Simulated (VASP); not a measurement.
Input:

```
InSb
1.0
    0.00000     3.35038     3.35038
    3.35038     0.00000     3.35038
    3.35038     3.35038     0.00000
In Sb
1 1
Direct
  0.00000   0.00000   0.00000
  0.25000   0.25000   0.25000
```

Level of theory: vdW-DF2, VASP's PBE PAW potentials (set 64) (plane waves; VASP). Settings: 520 eV cut-off, 9×9×9 Γ-centred mesh, first-order Methfessel-Paxton smearing of 0.10 eV, potentials In_d Sb.

Unless said otherwise, spin-orbit coupling is left out, though it shifts the bands of the heavy elements here.

Q: What does the run give for the energy per atom (σ→0), pressure, band gap (on the k-mesh) with the smallest direct gap where there is one?

A: 
The band gap (on the k-mesh) is none (metal, semimetal or under 0.01 eV), the energy per atom (σ→0) is -0.622 eV/atom and the pressure is 2.04 GPa.

Total energies compare only between runs with the same potentials, cut-off and functional.

The compound is InSb in the zinc blende structure. This cell is one point of a volume scan, at 0.94 of the reference volume.
